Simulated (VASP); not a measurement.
Data:

```yaml
crystal:
  lattice:
    - [1.92894, -7.54614, 0.00000]
    - [1.92894, 7.54614, 0.00000]
    - [0.00000, 0.00000, 3.79182]
  atoms:
    - { symbol: Sc, position: [0.89685, 0.10315, 0.75000] }
    - { symbol: Sc, position: [0.10315, 0.89685, 0.25000] }
    - { symbol: Ge, position: [0.55544, 0.44456, 0.75000] }
    - { symbol: Ge, position: [0.44456, 0.55544, 0.25000] }
    - { symbol: Ge, position: [0.25212, 0.74788, 0.75000] }
    - { symbol: Ge, position: [0.74788, 0.25212, 0.25000] }
```

All values below come from LDA (Ceperley-Alder, Perdew-Zunger), VASP's LDA PAW potentials (set 64) (plane waves; VASP 6.6.1). Settings: 300 eV cut-off, 4×4×4 Γ-centred mesh, Gaussian smearing of 0.14 eV, potentials Sc_sv Ge_d.

At this cut-off the stress carries a Pulay error, which pulls relaxed volumes low.

What does the run give for the energy per atom (σ→0), pressure, largest force, band gap (on the k-mesh) with the smallest direct gap where there is one?

```yaml
band gap (on the k-mesh): none (metal, semimetal or under 0.01 eV)
energy per atom (σ→0): -6.355 eV/atom
pressure: -6.00 GPa
largest_force: 0.177 eV/Å
```

Only differences to runs with the same potentials and settings are physical.

The structure comes from a computed database's ScGe2 entry; how it stands against other phases isn't given here. The cell was not relaxed at this level. The k-mesh is coarse (spacing up to 0.42 per Å, 2π included), so the numbers may not be converged in it.
